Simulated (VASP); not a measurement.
Wanted: the native input for a VASP 6.6.1 run.

```
Task                               : band structure
Functional                         : PBE
Potentials or basis                : VASP PAW PBE potentials, release 64 (Sn_d)
Cutoff                             : 520 eV
k mesh                             : 6 × 6 × 6
Occupations                        : gaussian, width 0.03 eV
Spin                               : no spin polarisation
Grid for exact exchange (PRECFOCK) : Fast
Further INCAR settings             : ALGO = Fast; EDIFF = 1e-06
```

The structure of Sn lies in POSCAR:

```
Sn                                      
1.0
    0.0000000000      3.2685833779      3.2685833779
    3.2685833779      0.0000000000      3.2685833779
    3.2685833779      3.2685833779      0.0000000000
  Sn            
     2
Direct
     0.0000000000000000    0.0000000000000000    0.0000000000000000
     0.2500000000000000    0.2500000000000000    0.2500000000000000
```

This isn't the form of Sn at room conditions, which is tetragonal (white tin).

The input as run:

INCAR

```
PREC = Accurate ; ENCUT = 520
EDIFF = 1E-6 ; ISMEAR = 0
SIGMA = 0.03 ; LREAL = False
LASPH = True ; NELM = 80
ALGO = Fast ; ISIF = 2
LWAVE = False ; LCHARG = False
GGA = PE ; KPAR = 4
```

KPOINTS

```
regular mesh
0
Gamma
  6 6 6
```

KPOINTS_OPT

```
explicit points
6
Reciprocal
 0.0000000000  0.0000000000  0.0000000000 1
 0.3750000000  0.3750000000  0.7500000000 1
 0.5000000000  0.5000000000  0.5000000000 1
 0.6250000000  0.2500000000  0.6250000000 1
 0.5000000000  0.2500000000  0.7500000000 1
 0.5000000000  0.0000000000  0.5000000000 1
```

Potentials or basis: VASP PAW PBE potentials, release 64 (Sn_d).

Run with:

```bash
$ cat potpaw_PBE.64/Sn_d/POTCAR > POTCAR
$ mpirun -np 4 vasp_std > vasp.out
```

It gave:

```
Pressure                : 2.2 GPa
Band gap along the path : none (metal or under the smearing width)
```

Caveat: spin-orbit coupling is left out, which moves the levels of the heavy elements.

It took 6.2 s on 4 MPI ranks on Intel(R) Xeon(R) 6975P-C (Granite Rapids) (shared host), peak memory 0.21 GiB a rank.
